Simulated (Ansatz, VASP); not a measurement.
**Cross-check of In2S between VASP and Ansatz**

Aim: how closely do two programs agree when they are given the same cell, functional and k mesh? The cell is generated by rule, not measured, and may not be a known phase. The cell is taken from a series of runs on this material, whose earlier steps may have relaxed, scaled, displaced or heated it; both programs get it as it stands.

Program: Ansatz 0.2.0. Level of theory: plane waves, with VASP 6.6.1 beside it; zone-centre phonons at PBEsol. Results are calculated unless marked as measured.

The structure was built from a prototype and need not be the compound's stable phase.

## (1) The structure

It takes space group Pn-3m (No. 224, cubic). The conventional cell has a = 6.290 Å, b = 6.290 Å, c = 6.290 Å, α = 90.00°, β = 90.00°, γ = 90.00°. Nearest to S lie 4 In at 2.72 Å. Nearest to In lie 2 S at 2.72 Å. Farther neighbours and most contacts between anions are not listed.

Structure file:

```cif
data_structure
_symmetry_space_group_name_H-M 'P 1'
_symmetry_Int_Tables_number 1
_cell_length_a 6.2898
_cell_length_b 6.2898
_cell_length_c 6.2898
_cell_angle_alpha 90.000
_cell_angle_beta 90.000
_cell_angle_gamma 90.000
_cell_volume 248.84
loop_
_atom_site_label
_atom_site_type_symbol
_atom_site_fract_x
_atom_site_fract_y
_atom_site_fract_z
_atom_site_occupancy
S1 S 0.00000 0.00000 0.00000 1
S2 S 0.50000 0.50000 0.50000 1
In3 In 0.25000 0.25000 0.25000 1
In4 In 0.75000 0.75000 0.25000 1
In5 In 0.75000 0.25000 0.75000 1
In6 In 0.25000 0.75000 0.75000 1
```

## (2) Ansatz: zone-centre phonons, PBEsol

Ansatz runs on its default PAW (the set named soft_2) files.

Second derivatives magnify differences that forces hide, and they need a tight electronic threshold.

File input.yaml:

```yaml
crystal:
  lattice:
    - [6.2898146533, 0.0, 0.0]
    - [0.0, 6.2898146533, 0.0]
    - [0.0, 0.0, 6.2898146533]
  atoms:
    - { symbol: S, position: [0.0, 0.0, 0.0] }
    - { symbol: S, position: [0.5, 0.5, 0.5] }
    - { symbol: In, position: [0.25, 0.25, 0.25] }
    - { symbol: In, position: [0.75, 0.75, 0.25] }
    - { symbol: In, position: [0.75, 0.25, 0.75] }
    - { symbol: In, position: [0.25, 0.75, 0.75] }
kpoints:
  mp_grid: { grid: [6, 6, 6] }
hamiltonian:
  xc: pbesol
scf:
  occupations: { method: methfessel_paxton, width: 0.2 }
output:
  eigenvalues: true
phonons:
  method: dfpt
```

The run is started by

```console
$ ansatz run input.yaml --threads 8 --pin off --max-ram 14336MiB --backend cpu --events-out ev --progress --plain --runs-dir out
```

Numbers of over 12 decimals in the logs are rounded to 6 here.

Output:

```text
Engine: ansatz 0.2.0, aarch64-unknown-linux-gnu
Pseudopotentials: kind: paw
Pseudopotential: S, paw, valence charge 6, recommended cutoff 420 eV (normal), S.paw.azcp
Pseudopotential: In, paw, valence charge 13, recommended cutoff 420 eV (normal), In.paw.azcp
Functional definition: PBEsol
  exchange = pbesol_x
  correlation = pbesol_c
Crystal: 6 atoms, lattice volume = 248.836 Å³
Basis set: ecut = 420 eV, 4945 PW (Γ), exchange–correlation on 96×96×96 points (8 copies of the dense FFT grid, shifted against one another)
Bands: 39, of which v1, the nominal top of the filled ones, is band 32 counted from 1 (31 counted from 0)
Symmetry: 48 space group operations
k-points: 68 of 216 (irreducible under 2 space group operations, time reversal used)
Non-local potential: S, projectors of the file, l = 0: 2, l = 1: 2, l = 2: 2
Non-local potential: In, projectors of the file, l = 0: 2, l = 1: 2, l = 2: 2, l = 3: 2
PAW form: soft (Blöchl's): semilocal exchange-correlation on the pseudo side does not see the compensation charge
PAW frozen core: S, regenerated for the run's functional, and the local potential with it (the file was generated under x = pbe(κ = 0.804, μ = 0.219515), c = pbe(β = 0.066725))
PAW frozen core: In, regenerated for the run's functional, and the local potential with it (the file was generated under x = pbe(κ = 0.804, μ = 0.219515), c = pbe(β = 0.066725))
PAW one-centre angular grid: S, 110 points (default); XC on 64 Gauss nodes
PAW one-centre angular grid: In, 590 points (default); XC on 64 Gauss nodes
Initial density: superposition of atomic densities (neutral atoms: chi_scale 0, normalization atom), corrected by the library's trained network
Initial wavefunctions: pseudopotential atomic-orbital guess
Functional: x = pbesol(κ = 0.804, μ = 0.123457), c = pbesol(β = 0.046)
SCF iter   1: F=—  HF=-23868.577491 eV  |F-HF|=—  |Δ(HF+E_count)|=         —  Δρ=3.81e-3  dr2=8.00e-2  ethr=1.77e-3  ⟨swp⟩=7.1  Hψ=10359  notcnv=0
preconditioner: auto → LDOS  [metal: Δε(μ)=0.016 eV  Ē_g=12.517 eV  σ=0.200 eV  W_gap=0.07  n_scr=32 (ndim 8)  ℏωp=18.8 eV  f_vac=0.041  D(μ)=6.77/eV (n_scr^D=32)  β→1.0]
SCF iter   2: F=—  HF=-23868.569589 eV  |F-HF|=—  |Δ(HF+E_count)|=   7.90e-3  S|Δr|=    0.00e0  Δρ=1.55e-3  dr2=1.55e-2  ethr=1.25e-4  ⟨swp⟩=1.4  Hψ=4066  notcnv=0
SCF iter   3: F=—  HF=-23868.570278 eV  |F-HF|=—  |Δ(HF+E_count)|=   6.89e-4  S|Δr|=    0.00e0  Δρ=1.22e-3  dr2=3.71e-3  ethr=2.43e-5  ⟨swp⟩=2.0  Hψ=4758  notcnv=0
SCF iter   4: F=—  HF=-23868.568869 eV  |F-HF|=—  |Δ(HF+E_count)|=   1.41e-3  S|Δr|=    0.00e0  Δρ=3.11e-4  dr2=2.23e-4  ethr=5.79e-6  ⟨swp⟩=2.0  Hψ=4778  notcnv=0
SCF iter   5: F=—  HF=-23868.568823 eV  |F-HF|=—  |Δ(HF+E_count)|=   4.54e-5  S|Δr|=    0.00e0  Δρ=4.39e-5  dr2=1.19e-5  ethr=3.48e-7  ⟨swp⟩=2.1  Hψ=4431  notcnv=0
SCF iter   6: F=—  HF=-23868.568822 eV  |F-HF|=—  |Δ(HF+E_count)|=   1.29e-6  S|Δr|=    0.00e0  Δρ=7.21e-6  dr2=2.52e-7  ethr=1.86e-8  ⟨swp⟩=3.0  Hψ=5340  notcnv=0
SCF iter   7: F=—  HF=-23868.568783 eV  |F-HF|=—  |Δ(HF+E_count)|=   3.91e-5  S|Δr|=    0.00e0  Δρ=1.60e-6  dr2=7.05e-9  ethr=3.94e-10  ⟨swp⟩=3.0  Hψ=5381  notcnv=0
SCF iter   8: F=—  HF=-23868.568783 eV  |F-HF|=—  |Δ(HF+E_count)|=   6.46e-9  S|Δr|=    0.00e0  Δρ=3.19e-7  dr2=3.12e-10  ethr=1.10e-11  ⟨swp⟩=3.0  Hψ=4906  notcnv=0
SCF iter   9: F=-23868.568783 eV  HF=-23868.568783 eV  |F-HF|=3.64e-12  |Δ(HF+E_count)|=    0.00e0  S|Δr|=    0.00e0  Δρ=4.06e-8  dr2=3.73e-12  ethr=1.00e-12  ⟨swp⟩=9.3  Hψ=14495  notcnv=0
SCF 1 converged in 9 iterations: F = -23868.568783 eV  dr2 = 3.73e-12
  greatest PAW one-centre occupation: 0.984 electrons in one spin orbital (limit 2), on the In atom at site 5 (counted from 0), in its partial waves of l = 2
DFPT response loops at Γ: preconditioner auto → Kerker (q_TF=auto, 2.176 Å⁻¹) (partly filled bands, converged f_vac=0.043); β = 1.00, the filter's whole step (`scf.mixing.beta` (0.50) is not read by the response loops under this deck's `scf.mixing.preconditioner`; to damp them name `kerker` or `kerker_dos`, under which they read `scf.mixing.beta`, and type it under 1.00, their step now; both keys bind the ground state too); Broyden in place of MSR1
SCF converged after 9 iterations
Stability not checked: this state was not tested for a lower state beside it, because cold or Methfessel-Paxton smearing, or corrected tetrahedra, fill the levels in a way that the test cannot read (fill_not_monotonic; see scf.lower_state_search)
Free energy (F): -23868.568783 eV
Harris-Foulkes:  -23868.568783 eV  (|F-HF|=3.64e-12)
Internal energy: -23868.573701 eV  (E = F + TS)
E sigma→0 (E₀):  -23868.570013 eV
Entropy (-TS):   0.004918 eV (0.820 meV/atom)
Fermi energy:    3.603635 eV
--- Per-component energies (eV) ---
  E_band       = -449.305525
  E_kinetic    = 1168.221391
  E_local      = -6418.790596  (includes V_loc(G=0)·N_el)
  E_nonlocal   = 1528.015959
  E_hartree    = 2516.838750
  E_xc         = -1043.271659
  E_vxc        = -568.426196  (∫ρ·V_xc dr)
  E_paw        = -17486.535235  (= ΣΔE_a)
  E_vpaw       = -1192.003566  (= ΣTr[D̂ρ^β])
  E_aug_tail   = 0.000104  (compensation charges beyond the density's cutoff)
  E_ewald      = -4134.119924
  E_core_change = 1.067509  (= ΣΔE_core)
  E_smearing   = 0.004918  (= −TS)
  E_closure    = 0.000000  (closes the sum)
  Σ components = -23868.568783   (vs F -23868.568783, Δ=0.00e0)
--- Band table (eV; the first three rows and the last of 68) ---
  k-point 0: bands = [... 28 lower, 0.4412, 3.0961, 3.0961, 3.8620, 3.8620, 3.8620, 5.9360, 5.9360, ... 3 higher]
  k-point 1: bands = [... 28 lower, 0.8345, 3.2047, 3.3361, 3.6723, 3.7451, 3.7451, 5.5033, 5.9561, ... 3 higher]
  k-point 2: bands = [... 28 lower, 1.5638, 3.0920, 3.5268, 3.5578, 3.5578, 4.0473, 4.7415, 5.8280, ... 3 higher]
  k-point 67: bands = [... 28 lower, 1.2517, 3.5837, 3.5837, 3.5837, 3.9926, 3.9926, 3.9926, 6.4032, ... 3 higher]
--- Phonons (Γ-DFPT): 2 representative perturbations + reference, on 68 of 216 k-points (Σ response iterations 6) ---
  k mesh reduced under 2 symmetry operations, with k and −k counted as one. Each operation leaves every solved perturbation unchanged. A smaller set is not used because it would not reduce the number of displacements times k-points to solve
  ASR residual: 1.325e-5 → 0.000e0 eV/Å²; symmetrization residual: 5.618e-6 eV/Å²
  ASR residual per site (eV/Å²): 4.63e-6 4.63e-6 1.33e-5 1.33e-5 1.33e-5 1.33e-5
  Γ frequencies (cm⁻¹): -220.14 -220.14 -220.14 -189.92 -189.92 -189.92 -89.23 -89.23 -89.23 -84.76 -84.76 0.00 0.00 0.00 47.89 47.89 47.89 128.01
  non-analytic LO–TO correction: not included (Born effective charges unavailable; polar crystals: no LO–TO splitting at Γ)
```

[end of part 1 of 2]

[Lines on the potential files, build, host, timing and source positions are cut from VASP's logs without a mark.]

[Logs are printed without paths, hosts, clocks, repeated set-up lines and the standing remarks that a program may print on its own settings, such as how far it seeks lower states.]

[Hosts, paths, dates, database ids (printed as entryN), source tags and the programs' standing remarks are cut or masked in the printed files.]
